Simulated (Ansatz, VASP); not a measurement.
# Cross-check of BN between VASP and Ansatz

Aim: how closely do two programs agree when they are given the same cell, functional and k mesh? The structure shown comes from an earlier Ansatz run, which isn't shown and may have moved the atoms alone.

Calculated with Ansatz 0.2.0; plane waves, with VASP 6.6.1 beside it; elastic constants at LDA.

## Step 1: Starting point

The structure is cubic, space group F-43m (No. 216). The conventional cell has a = 3.582 Å, b = 3.582 Å, c = 3.582 Å, α = 90.00°, β = 90.00°, γ = 90.00°. Nearest to B lie 4 N at 1.55 Å. N has 4 B at 1.55 Å nearest. Farther neighbours and most contacts between anions are not listed.

## Step 2: Ansatz: elastic constants, LDA

Ansatz runs on norm-conserving files, of PseudoDojo where its log says so.

Elastic constants are differences of stresses under small strains, so they test the stress and the mesh.

The input, input.yaml:

```yaml
crystal:
  lattice:
    - [0.0, 1.7909829907, 1.7909829907]
    - [1.7909829907, 0.0, 1.7909829907]
    - [1.7909829907, 1.7909829907, 0.0]
  atoms:
    - { symbol: B, position: [0.0, 0.0, 0.0] }
    - { symbol: "N", position: [0.75, 0.75, 0.75] }
kpoints:
  mp_grid: { grid: [12, 12, 12] }
hamiltonian:
  xc: lda
  pseudopotentials: { kind: nc, accuracy: standard }
scf:
  occupations: { method: fixed }
output:
  forces: true
  stress: true
  eigenvalues: true
basis:
  ecutwfc: 979.61
elastic:
  mode: relaxed_ion
```

Command:

```console
> ansatz run input.yaml --threads 2 --pin off --max-ram 4096MiB --backend cpu --events-out ev --progress --plain --runs-dir out
```

Output:

```text
Warning: basis.ecutwfc = 979.61 eV is below the records' recommended 1142.878222 eV, and the density's cutoff is lower with it unless basis.ecutrho_ratio is high enough to keep the records' density cutoff: compare with a run at a higher cutoff
Engine: ansatz 0.2.0, x86_64-unknown-linux-gnu
Pseudopotentials: kind: nc
Pseudopotential: B, nc, valence charge 3, recommended cutoff 1034.032677 eV (normal), B.nc.azcp (PseudoDojo's, or run here from an input of PseudoDojo's; its table is named by hamiltonian.pseudopotentials.accuracy)
Pseudopotential: N, nc, valence charge 5, recommended cutoff 1142.878222 eV (normal), N.nc.azcp (PseudoDojo's, or run here from an input of PseudoDojo's; its table is named by hamiltonian.pseudopotentials.accuracy)
Functional definition: SPW92
  exchange = slater_x
  correlation = pw_c
Crystal: 2 atoms, lattice volume = 11.490 Å³
Basis set: ecut = 979.61 eV, 821 PW (Γ)
Bands: 8, of which v1, the nominal top of the filled ones, is band 4 counted from 1 (3 counted from 0)
Symmetry: 24 space group operations
Space group: F-43m (ITA 216), of the structure as read, at distance tolerance 2.3e-5 Å
k-points: 72 of 1728 (time reversal used)
Non-local potential: B, projectors of the file, l = 0: 2, l = 1: 2
Non-local potential: N, projectors of the file, l = 0: 2, l = 1: 2
Initial density: superposition of atomic densities (chi_scale 0.1, normalization cell, long waves kept (reshape's long-wave potential 0.00 eV rms))
Initial wavefunctions: pseudopotential atomic-orbital guess
Functional: x = slater, c = lda
SCF iter   1: F=—  HF=-366.173218 eV  |F-HF|=—  |Δ(HF+E_count)|=         —  Δρ=1.58e-1  dr2=2.27e0  ethr=3.10e-3  ⟨swp⟩=5.2  Hψ=3735  notcnv=0  defer=100
preconditioner: auto → none  [insulator: Δε(μ)=5.977 eV  Ē_g=20.689 eV  n_scr=0 (ndim 8)  ℏωp=31.0 eV  f_vac=0.000  ε∞_Penn≈3.2]
SCF iter   2: F=—  HF=-365.419922 eV  |F-HF|=—  |Δ(HF+E_count)|=   7.53e-1  Δρ=6.24e-2  dr2=2.56e-1  ethr=3.10e-3  ⟨swp⟩=2.3  Hψ=1655  notcnv=0  defer=112
SCF iter   3: F=—  HF=-365.341958 eV  |F-HF|=—  |Δ(HF+E_count)|=   7.80e-2  Δρ=2.14e-2  dr2=3.35e-2  ethr=3.10e-3  ⟨swp⟩=3.3  Hψ=1014  notcnv=0  defer=125
SCF iter   4: F=—  HF=-365.331305 eV  |F-HF|=—  |Δ(HF+E_count)|=   1.07e-2  Δρ=2.78e-3  dr2=3.05e-4  ethr=4.18e-4  ⟨swp⟩=3.7  Hψ=1085  notcnv=0  defer=135
SCF iter   5: F=—  HF=-365.331259 eV  |F-HF|=—  |Δ(HF+E_count)|=   4.56e-5  Δρ=1.77e-4  dr2=1.29e-6  ethr=3.82e-6  ⟨swp⟩=2.0  Hψ=715  notcnv=0  defer=135
SCF iter   6: F=—  HF=-365.331260 eV  |F-HF|=—  |Δ(HF+E_count)|=   4.78e-7  Δρ=2.78e-5  dr2=1.46e-8  ethr=1.61e-8  ⟨swp⟩=2.0  Hψ=797  notcnv=0  defer=30
SCF iter   7: F=—  HF=-365.331260 eV  |F-HF|=—  |Δ(HF+E_count)|=   1.81e-9  Δρ=1.01e-5  dr2=2.66e-9  ethr=1.83e-10  ⟨swp⟩=2.6  Hψ=857  notcnv=0  defer=30
SCF iter   8: F=—  HF=-365.331260 eV  |F-HF|=—  |Δ(HF+E_count)|=  8.41e-10  Δρ=2.83e-6  dr2=2.07e-10  ethr=3.33e-11  ⟨swp⟩=1.0  Hψ=576  notcnv=0  defer=30
SCF iter   9: F=—  HF=-365.331260 eV  |F-HF|=—  |Δ(HF+E_count)|=  6.82e-11  Δρ=2.62e-7  dr2=1.77e-12  ethr=2.58e-12  ⟨swp⟩=1.5  Hψ=667  notcnv=0  defer=30
SCF iter  10: F=-365.331260 eV  HF=-365.331260 eV  |F-HF|=5.68e-14  |Δ(HF+E_count)|=  5.68e-13  Δρ=1.32e-8  dr2=4.42e-15  ethr=1.00e-12  ⟨swp⟩=7.0  Hψ=2977  notcnv=0
SCF 1 converged in 10 iterations: F = -365.331260 eV  dr2 = 4.42e-15
Crystal: 2 atoms, lattice volume = 11.444 Å³
Basis set: ecut = 979.61 eV, 813 PW (Γ)
Symmetry: 8 space group operations
k-points: 163 of 1728 (time reversal used)
Initial density: handed on by an earlier stage of this run
Initial wavefunctions: those handed on with the density
iter 1 solved again at ethr=1.60e-6 eV; its pass at ethr=3.10e-3 eV (dr2=1.28e-4 eV) is discarded
SCF iter   1: F=—  HF=-365.330864 eV  |F-HF|=—  |Δ(HF+E_count)|=         —  Δρ=1.23e-3  dr2=1.32e-4  ethr=1.60e-6  ⟨swp⟩=2.0  Hψ=10209  notcnv=0  defer=243
preconditioner: auto → none  [insulator: Δε(μ)=4.397 eV  Ē_g=20.343 eV  n_scr=0 (ndim 8)  ℏωp=31.0 eV  f_vac=0.000  ε∞_Penn≈3.3]
SCF iter   2: F=—  HF=-365.330820 eV  |F-HF|=—  |Δ(HF+E_count)|=   4.40e-5  Δρ=4.38e-4  dr2=1.49e-5  ethr=1.60e-6  ⟨swp⟩=2.5  Hψ=2021  notcnv=0  defer=103
SCF iter   3: F=—  HF=-365.330814 eV  |F-HF|=—  |Δ(HF+E_count)|=   5.21e-6  Δρ=1.52e-4  dr2=1.80e-6  ethr=1.86e-7  ⟨swp⟩=1.9  Hψ=1778  notcnv=0
SCF iter   4: F=—  HF=-365.330814 eV  |F-HF|=—  |Δ(HF+E_count)|=   8.15e-8  Δρ=2.16e-5  dr2=1.46e-8  ethr=2.25e-8  ⟨swp⟩=2.1  Hψ=1968  notcnv=0
SCF iter   5: F=—  HF=-365.330815 eV  |F-HF|=—  |Δ(HF+E_count)|=   8.73e-8  Δρ=7.04e-7  dr2=2.31e-11  ethr=1.82e-10  ⟨swp⟩=1.0  Hψ=1312  notcnv=0
SCF iter   6: F=—  HF=-365.330815 eV  |F-HF|=—  |Δ(HF+E_count)|=  2.31e-11  Δρ=1.85e-7  dr2=9.26e-13  ethr=2.89e-13 (applied; sched 1.00e-12)  ⟨swp⟩=2.0  Hψ=1953  notcnv=0
SCF iter   7: F=-365.330815 eV  HF=-365.330815 eV  |F-HF|=5.68e-14  |Δ(HF+E_count)|=  5.68e-14  Δρ=5.09e-8  dr2=8.11e-14  ethr=1.00e-12  ⟨swp⟩=4.9  Hψ=4297  notcnv=0
[...]
SCF 13 converged in 8 iterations: F = -365.331225 eV  dr2 = 1.47e-15
relax step   1: F+E_penalty+E_count = -365.33122452 eV  Δ(F+E_penalty+E_count) = +0.000e0 eV  max|allowed force component| = 5.659e-3 eV/Å  Δτ_max = 0.0000 Å  (8 SCF iters, accepted)
[...]
relax step   2: F+E_penalty+E_count = -365.33122515 eV  Δ(F+E_penalty+E_count) = -6.252e-7 eV  max|allowed force component| = 5.269e-9 eV/Å  Δτ_max = 0.0001 Å  (6 SCF iters, accepted)
[...]
relax step   1: F+E_penalty+E_count = -365.33102179 eV  Δ(F+E_penalty+E_count) = +0.000e0 eV  max|allowed force component| = 1.134e-2 eV/Å  Δτ_max = 0.0000 Å  (8 SCF iters, accepted)
[...]
relax step   2: F+E_penalty+E_count = -365.33102430 eV  Δ(F+E_penalty+E_count) = -2.509e-6 eV  max|allowed force component| = 8.580e-8 eV/Å  Δτ_max = 0.0002 Å  (6 SCF iters, accepted)
iter 1 solved again at ethr=1.00e-12 eV; its pass at ethr=3.10e-3 eV (dr2=1.55e-14 eV) is discarded
SCF iter   1: F=—  HF=-365.331024 eV  |F-HF|=—  |Δ(HF+E_count)|=         —  Δρ=2.77e-8  dr2=1.64e-14  ethr=1.00e-12  ⟨swp⟩=2.0  Hψ=16375  notcnv=0
SCF iter   2: F=-365.331024 eV  HF=-365.331024 eV  |F-HF|=5.68e-14  |Δ(HF+E_count)|=  5.68e-14  Δρ=1.34e-8  dr2=3.77e-15  ethr=1.00e-12  ⟨swp⟩=4.3  Hψ=6738  notcnv=0
SCF 18 converged in 2 iterations: F = -365.331024 eV  dr2 = 3.77e-15
SCF converged after 10 iterations
Free energy (F): -365.331260 eV
Harris-Foulkes:  -365.331260 eV  (|F-HF|=5.68e-14)
Internal energy: -365.331260 eV  (E = F + TS)
E sigma→0 (E₀):  -365.331260 eV
Fermi energy:    11.354678 eV
--- Per-component energies (eV) ---
  E_band       = 27.160391
  E_kinetic    = 259.214411
  E_local      = -159.236474  (includes V_loc(G=0)·N_el)
  E_nonlocal   = -32.197228
  E_hartree    = 47.544668
  E_xc         = -118.966851
  E_vxc        = -135.709653  (∫ρ·V_xc dr)
  E_ewald      = -361.689786
  E_smearing   = -0.000000  (= −TS)
  E_closure    = 0.000000  (closes the sum)
  Σ components = -365.331260   (vs F -365.331260, Δ=0.00e0)
--- Forces (eV/Å), atoms counted from 1 ---
  atom   1  B     -0.00000000     0.00000000     0.00000000
  atom   2  N      0.00000000     0.00000000     0.00000000
  max |Σ_I F_I| component: 6.48e-16 eV/Å
--- Stress (GPa, compression-positive) ---
       -0.017589       0.000000      -0.000000
        0.000000      -0.017589       0.000000
       -0.000000       0.000000      -0.017589
  P = ⅓ Tr σ = -0.0176 GPa (-0.176 kbar)
--- Band table (eV; the first three rows and the last of 72) ---
  k-point 0: bands = ["-9.0223", "11.3547", "11.3547", "11.3547", "20.2338", "20.2338", "20.2338", "22.2456"]
  k-point 1: bands = ["-8.8489", "10.4350", "11.1667", "11.1667", "20.4971", "20.5158", "20.5158", "22.7579"]
  k-point 2: bands = ["-8.3344", "8.3088", "10.7104", "10.7104", "20.9235", "21.1677", "21.1677", "23.9773"]
  k-point 71: bands = ["-2.8282", "3.7268", "4.1205", "4.5965", "20.9586", "24.9622", "25.8867", "26.4665"]
--- Elastic constants: 2 strain directions × 4 members + reference (group order 24) ---
  dense FFT box of the reference and of every strained cell: 27×27×27
  strains applied: 11, 23; error gains: componentwise 1.00 (the most a stress slope's error grows in a printed constant), spectral 1.73 (1 for all six strains in a standard setting)
  C = ∂σ_k/∂η_j (tension-positive GPa; Voigt order 11 22 33 23 13 12):
       822.179    189.551    189.551      0.000     -0.000     -0.000
       189.551    822.179    189.551      0.000      0.000      0.000
       189.551    189.551    822.179      0.000      0.000      0.000
        -0.000      0.000      0.000    477.940     -0.000      0.000
         0.000      0.000      0.000     -0.000    477.940      0.000
        -0.000      0.000     -0.000      0.000      0.000    477.940
  reference stress σ⁰ (GPa):      0.018      0.018      0.018     -0.000      0.000     -0.000
  C* (energy form; C + prestress term) asymmetry max|C*_kj − C*_jk| = 8.527e-14 GPa — a small one proves nothing (zero by symmetry where the batch's group is 432, −43m or m−3m); a large one is finite-difference/SCF noise where every solve meets its electron count
  moduli (Voigt/Reuss/Hill, GPa): K = 400.43/400.43/400.43   G = 413.29/396.83/405.06   E = 908.76   ν = 0.122
  mechanically stable: yes (min eigenvalue of sym C = 477.94 GPa)
  strain η (Voigt 11):  stress-route row diagonal C_11 = 822.18 GPa, energy-path curvature d²(F+E_count+ΔE)/dδ²/Ω₀ = 822.39 GPa
    cells at ±δ against ±2δ: C11 822.43 and 823.17 GPa, apart by 0.09 % of the column's largest entry
         δ    σ_11 (GPa)             F (eV)   n_scf  n_hpsi   n_pw
    -4.000e-3      -3.2904        -365.3308146       7   24705    817   relax 0 steps, max|allowed force component| 7.63e-17 eV/Å
    -2.000e-3      -1.6314        -365.3311601       4   20833    821   relax 0 steps, max|allowed force component| 2.31e-16 eV/Å
     2.000e-3       1.6583        -365.3311701       4   21257    821   relax 0 steps, max|allowed force component| 8.33e-17 eV/Å
     4.000e-3       3.2949        -365.3308100       6   22465    837   relax 0 steps, max|allowed force component| 8.67e-17 eV/Å
  strain η (Voigt 23):  stress-route row diagonal C_44 = 477.94 GPa, energy-path curvature d²(F+E_count+ΔE)/dδ²/Ω₀ = 477.60 GPa
    cells at ±δ against ±2δ: C44 477.96 and 478.03 GPa, apart by 0.01 % of the column's largest entry
         δ    σ_23 (GPa)             F (eV)   n_scf  n_hpsi   n_pw
    -4.000e-3      -1.9121        -365.3310243       2   25135    821   relax 3 steps, max|allowed force component| 2.42e-7 eV/Å
    -2.000e-3      -0.9559        -365.3312251       2   25064    821   relax 2 steps, max|allowed force component| 1.86e-7 eV/Å
     2.000e-3       0.9559        -365.3312251       2   25111    821   relax 2 steps, max|allowed force component| 5.27e-9 eV/Å
     4.000e-3       1.9121        -365.3310243       2   25100    821   relax 2 steps, max|allowed force component| 8.58e-8 eV/Å
```

The column dr2 measures how far the density is from self-consistency, as an energy; F and HF (Harris–Foulkes) agree once it is small.

(Continued in part 2 of 2.)

[Lines on the potential files, build, host, timing and source positions are cut from VASP's logs without a mark.]

[Logs are printed without paths, hosts, clocks, repeated set-up lines and the standing remarks that a program may print on its own settings, such as how far it seeks lower states.]

[Hosts, paths, dates, database ids (printed as entryN), source tags and the programs' standing remarks are cut or masked in the printed files.]
